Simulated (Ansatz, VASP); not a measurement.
## One calculation of GaB4, two programs

```
CELL_PARAMETERS angstrom
3.50857 0.00000 0.00000
0.00000 3.50857 0.00000
0.00000 0.00000 3.50857
ATOMIC_POSITIONS crystal
Ga 0.50000 0.50000 0.50000
B 0.83786 0.83786 0.83786
B 0.16214 0.16214 0.83786
B 0.16214 0.83786 0.16214
B 0.83786 0.16214 0.16214
```

Alike in both runs: task relaxation of cell and atoms; functional PBE; k mesh 6 × 6 × 6; occupations gaussian, width 0.1 eV; no spin polarisation.

|  | VASP | Ansatz |
| --- | --- | --- |
| version | VASP 6.6.1 | Ansatz 0.2.0 |
| potentials or method | VASP PAW PBE potentials, release 64 (Ga_d, B) | scalar-relativistic, plane waves, PAW |
| plane-wave cutoff (eV) | 600 | 420 |
| valence electrons in the cell | 25 | 25 |

```csv
,VASP,Ansatz,Ansatz less VASP
"gap on the k mesh at the Fermi level, each at its own relaxed structure (eV)",none,none,-
relaxed volume (Å³/atom),10.38,10.39,+0.016
relaxed cell length with the largest relative difference (Å),3.730,3.731,+0.0019
energy change over the relaxation (meV/atom),-184,-183,+0.9
```

A gap of «none» marks a metal or a gap that the smearing closes.

Caveats: the volume moved by over 15 % at a fixed basis, so the end points are rough.
